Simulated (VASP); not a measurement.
These are PBE GGA, VASP's PBE PAW potentials (set 64) (plane waves; VASP 6.6.1) values and carry that method's errors.

The input files of a VASP run:

File KPOINTS:
```
K-points
0
G
 6 6 6
```

**INCAR**
```
SYSTEM=LaB6
PREC=Accurate; ENCUT=400; LREAL=.False.
LASPH=.True.
EDIFF=1E-6; NELM=100; ALGO=Normal
LMAXMIX=6
ISMEAR=-1; SIGMA=0.05
GGA=PE
IBRION=2; NSW=50; ISIF=3
EDIFFG=-0.01
LWAVE=.False.; LCHARG=.False.
```

**POSCAR**
```
LaB6
1
    4.1526100000     0.0000000000     0.0000000000
    0.0000000000     4.1526100000     0.0000000000
    0.0000000000     0.0000000000     4.1526100000
La B
1 6
Direct
 -0.0019350000  -0.0020970000   0.0037610000
  0.7999450000   0.5016550000   0.5004120000
  0.1994450000   0.5001850000   0.4950210000
  0.4998340000   0.7957990000   0.5006310000
  0.5050480000   0.1985770000   0.5000050000
  0.4953230000   0.5029360000   0.8018550000
  0.5023410000   0.5029450000   0.1983150000
```

POTCAR, in this order: La B (PBE.64 set). Program: vasp_std.

Output

**OSZICAR**
```
       N       E                     dE             d eps       ncg     rms          rms(c)
DAV:   1     0.214223641186E+03    0.21422E+03   -0.95597E+03  4040   0.164E+03
DAV:   2    -0.167166053498E+02   -0.23094E+03   -0.22315E+03  5656   0.313E+02
DAV:   3    -0.517245887194E+02   -0.35008E+02   -0.30125E+02  5974   0.161E+02
DAV:   4    -0.534376876527E+02   -0.17131E+01   -0.17008E+01  7226   0.324E+01
DAV:   5    -0.535078495142E+02   -0.70162E-01   -0.69805E-01  6288   0.530E+00    0.911E+00
DAV:   6    -0.493614283280E+02    0.41464E+01   -0.11033E+01  6128   0.207E+01    0.461E+00
DAV:   7    -0.490573359219E+02    0.30409E+00   -0.42743E+00  7032   0.126E+01    0.191E+00
DAV:   8    -0.491572370235E+02   -0.99901E-01   -0.22731E+00  7028   0.150E+01    0.140E+00
DAV:   9    -0.490420696724E+02    0.11517E+00   -0.29700E-01  6838   0.486E+00    0.720E-01
DAV:  10    -0.490207851384E+02    0.21285E-01   -0.27109E-01  7126   0.455E+00    0.174E-01
DAV:  11    -0.490204906432E+02    0.29450E-03   -0.11785E-02  6400   0.982E-01    0.113E-01
DAV:  12    -0.490201757780E+02    0.31487E-03   -0.10823E-03  7488   0.282E-01    0.654E-02
DAV:  13    -0.490199734057E+02    0.20237E-03   -0.15526E-03  7046   0.369E-01    0.573E-03
DAV:  14    -0.490199786689E+02   -0.52632E-05   -0.54216E-05  6048   0.618E-02    0.330E-03
DAV:  15    -0.490199786049E+02    0.64055E-07   -0.20808E-06  4944   0.133E-02
   1 F= -.49019979E+02 E0= -.49015315E+02  d E =-.490200E+02
       N       E                     dE             d eps       ncg     rms          rms(c)
DAV:   1    -0.490283807495E+02   -0.84021E-02   -0.26555E+00  4316   0.124E+01    0.451E-01
DAV:   2    -0.490338229350E+02   -0.54422E-02   -0.12314E-01  6744   0.357E+00    0.281E-01
DAV:   3    -0.490313161254E+02    0.25068E-02   -0.20289E-02  5950   0.990E-01    0.950E-02
DAV:   4    -0.490312824110E+02    0.33714E-04   -0.20144E-03  6072   0.348E-01    0.582E-02
DAV:   5    -0.490312558237E+02    0.26587E-04   -0.31607E-04  7366   0.127E-01    0.113E-02
DAV:   6    -0.490312571330E+02   -0.13093E-05   -0.21086E-05  5944   0.323E-02    0.680E-03
DAV:   7    -0.490312570009E+02    0.13207E-06   -0.44638E-06  4918   0.189E-02
   2 F= -.49031257E+02 E0= -.49026671E+02  d E =-.112784E-01
       N       E                     dE             d eps       ncg     rms          rms(c)
DAV:   1    -0.490367604235E+02   -0.55033E-02   -0.36386E-01  4346   0.457E+00    0.167E-01
DAV:   2    -0.490374969546E+02   -0.73653E-03   -0.16787E-02  6652   0.132E+00    0.104E-01
DAV:   3    -0.490371570021E+02    0.33995E-03   -0.30674E-03  6080   0.391E-01    0.348E-02
DAV:   4    -0.490371482457E+02    0.87565E-05   -0.31766E-04  6206   0.138E-01    0.216E-02
DAV:   5    -0.490371455911E+02    0.26546E-05   -0.43947E-05  7350   0.486E-02    0.426E-03
DAV:   6    -0.490371460476E+02   -0.45656E-06   -0.30872E-06  4520   0.121E-02
   3 F= -.49037146E+02 E0= -.49032495E+02  d E =-.171674E-01
       N       E                     dE             d eps       ncg     rms          rms(c)
DAV:   1    -0.490401341368E+02   -0.29885E-02   -0.45501E-01  4954   0.522E+00    0.153E-01
DAV:   2    -0.490409195037E+02   -0.78537E-03   -0.15834E-02  6220   0.109E+00    0.976E-02
DAV:   3    -0.490406444506E+02    0.27505E-03   -0.28003E-03  6298   0.389E-01    0.311E-02
DAV:   4    -0.490406352441E+02    0.92065E-05   -0.29055E-04  6230   0.125E-01    0.195E-02
DAV:   5    -0.490406347487E+02    0.49539E-06   -0.37343E-05  7208   0.489E-02    0.449E-03
DAV:   6    -0.490406349955E+02   -0.24684E-06   -0.16809E-06  3696   0.980E-03
   4 F= -.49040635E+02 E0= -.49035881E+02  d E =-.348895E-02
       N       E                     dE             d eps       ncg     rms          rms(c)
DAV:   1    -0.490407805872E+02   -0.14584E-03   -0.13714E-02  5144   0.905E-01    0.266E-02
DAV:   2    -0.490408035072E+02   -0.22920E-04   -0.47650E-04  6224   0.189E-01    0.169E-02
DAV:   3    -0.490407950824E+02    0.84248E-05   -0.83211E-05  6370   0.673E-02    0.538E-03
DAV:   4    -0.490407947432E+02    0.33929E-06   -0.85263E-06  6064   0.213E-02
   5 F= -.49040795E+02 E0= -.49036058E+02  d E =-.364870E-02
       N       E                     dE             d eps       ncg     rms          rms(c)
DAV:   1    -0.490416809303E+02   -0.88585E-03   -0.13774E-01  4964   0.304E+00    0.866E-02
DAV:   2    -0.490419439965E+02   -0.26307E-03   -0.50598E-03  6224   0.634E-01    0.513E-02
DAV:   3    -0.490418713302E+02    0.72666E-04   -0.54834E-04  6268   0.189E-01    0.160E-02
DAV:   4    -0.490418723053E+02   -0.97505E-06   -0.45139E-05  6304   0.546E-02    0.936E-03
DAV:   5    -0.490418724569E+02   -0.15160E-06   -0.60730E-06  6552   0.204E-02
   6 F= -.49041872E+02 E0= -.49037223E+02  d E =-.107771E-02
       N       E                     dE             d eps       ncg     rms          rms(c)
DAV:   1    -0.490418760890E+02   -0.37837E-05   -0.48147E-04  5244   0.180E-01    0.507E-03
DAV:   2    -0.490418769152E+02   -0.82614E-06   -0.17729E-05  6200   0.356E-02    0.290E-03
DAV:   3    -0.490418765220E+02    0.39315E-06   -0.16778E-06  2748   0.120E-02
   7 F= -.49041877E+02 E0= -.49037222E+02  d E =-.108178E-02
       N       E                     dE             d eps       ncg     rms          rms(c)
DAV:   1    -0.490419163692E+02   -0.39454E-04   -0.83842E-02  5008   0.244E+00    0.785E-02
DAV:   2    -0.490420759028E+02   -0.15953E-03   -0.35897E-03  6318   0.480E-01    0.456E-02
DAV:   3    -0.490420202782E+02    0.55625E-04   -0.42657E-04  7044   0.172E-01    0.153E-02
DAV:   4    -0.490420193669E+02    0.91123E-06   -0.36291E-05  6278   0.491E-02    0.903E-03
DAV:   5    -0.490420195273E+02   -0.16038E-06   -0.61921E-06  6304   0.206E-02
   8 F= -.49042020E+02 E0= -.49037293E+02  d E =-.143005E-03
       N       E                     dE             d eps       ncg     rms          rms(c)
DAV:   1    -0.490421531083E+02   -0.13374E-03   -0.14457E-02  5040   0.101E+00    0.325E-02
DAV:   2    -0.490421797356E+02   -0.26627E-04   -0.62184E-04  6366   0.200E-01    0.187E-02
DAV:   3    -0.490421695497E+02    0.10186E-04   -0.73251E-05  6996   0.713E-02    0.613E-03
DAV:   4    -0.490421692172E+02    0.33250E-06   -0.62230E-06  6204   0.203E-02
   9 F= -.49042169E+02 E0= -.49037473E+02  d E =-.292695E-03
       N       E                     dE             d eps       ncg     rms          rms(c)
DAV:   1    -0.490422115751E+02   -0.42025E-04   -0.62059E-03  5052   0.611E-01    0.164E-02
DAV:   2    -0.490422302345E+02   -0.18659E-04   -0.25994E-04  6040   0.118E-01    0.843E-03
DAV:   3    -0.490422296240E+02    0.61056E-06   -0.15832E-05  7324   0.395E-02    0.457E-03
DAV:   4    -0.490422292985E+02    0.32550E-06   -0.11622E-06  2912   0.977E-03
  10 F= -.49042229E+02 E0= -.49037531E+02  d E =-.600813E-04
       N       E                     dE             d eps       ncg     rms          rms(c)
DAV:   1    -0.490421563162E+02    0.73308E-04   -0.38947E-02  4980   0.154E+00    0.414E-02
DAV:   2    -0.490422729893E+02   -0.11667E-03   -0.16278E-03  6040   0.296E-01    0.218E-02
DAV:   3    -0.490422705845E+02    0.24047E-05   -0.10118E-04  7408   0.996E-02    0.120E-02
DAV:   4    -0.490422697498E+02    0.83475E-06   -0.10113E-05  7148   0.241E-02    0.469E-03
DAV:   5    -0.490422697734E+02   -0.23591E-07   -0.84484E-07  2968   0.835E-03
  11 F= -.49042270E+02 E0= -.49037568E+02  d E =-.100556E-03
```

**OUTCAR**
```
------------------------ aborting loop because EDIFF is reached ----------------------------------------
  FORCE on cell =-STRESS in cart. coord.  units (eV):
  Direction    XX          YY          ZZ          XY          YZ          ZX
  --------------------------------------------------------------------------------------
  Total       -0.0283693     -0.0367816     -0.0406514      0.0057285      0.0049348      0.0035464
  in kB       -0.6335783     -0.8214518     -0.9078765      0.1279349      0.1102104      0.0792020
  external PRESSURE =      -0.7876355 kB  Pullay stress =       0.0000000 kB
  volume of cell :       71.74
      direct lattice vectors                 reciprocal lattice vectors
     4.155002883 -0.000217578 -0.000133981     0.240673721  0.000012538  0.000007775
    -0.000216470  4.155183098 -0.000101003     0.000012603  0.240663282  0.000005824
    -0.000134235 -0.000100542  4.155252067     0.000007761  0.000005850  0.240659287
 POSITION                                       TOTAL-FORCE (eV/Angst)
 -----------------------------------------------------------------------------------
     -0.00010     -0.00010      4.15520        -0.000010      0.000130     -0.000382
      3.32508      2.07771      2.07795         0.000221     -0.002846     -0.004423
      0.82963      2.07762      2.07767        -0.001982     -0.001761     -0.000855
      2.07672      3.32519      2.07711         0.006886      0.002165      0.005084
      2.07703      0.82969      2.07727         0.002857     -0.002769      0.002273
      2.07753      2.07710      3.32536        -0.001231      0.004161     -0.000274
      2.07795      2.07729      0.82975        -0.006741      0.000920     -0.001423
 -----------------------------------------------------------------------------------
    total drift:                                0.000299      0.000245     -0.000777
  FREE ENERGIE OF THE ION-ELECTRON SYSTEM (eV)
  ---------------------------------------------------
  free  energy   TOTEN  =       -49.0422697734 eV

  energy  without entropy=      -49.0328664965  energy(sigma->0) =      -49.03756813

 reached required accuracy - stopping structural energy minimisation
```
(Selected blocks of OUTCAR.)

CONTCAR:
```
LaB6
   1.00000000000000
     4.1550028827674206   -0.0002175780656615   -0.0001339807763967
    -0.0002164702222701    4.1551830982721736   -0.0001010026156587
    -0.0001342345386782   -0.0001005422310115    4.1552520671365798
  La              B
     1     6
Direct
     0.0000073905250753    0.0000012853215769    0.9999879956908355
     0.8003006127502665    0.5000826377353865    0.5001158070584061
     0.1997112730370453    0.5000286896880872    0.5000282064417857
     0.4998709113372052    0.8002890525523761    0.4999119999483973
     0.4999121158859318    0.1997148660088683    0.4999351758276513
     0.5000586904384288    0.4999261460871360    0.8003066489438289
     0.5001400060260447    0.4999573226065690    0.1997141660890956
```

At this cut-off the stress carries a Pulay error, which pulls relaxed volumes low.

The structure comes from a computed database's LaB6 entry; how it stands against other phases isn't given here. In the starting cell atoms are displaced from their ideal sites. This run relaxes it. The run is one of a series of settings (EDIFFG = -0.01, IBRION = 2, ISIF = 3, NSW = 50 against the base run), some of them coarse on purpose. The electron count is odd and the run is not spin-polarised, which forces a metal.
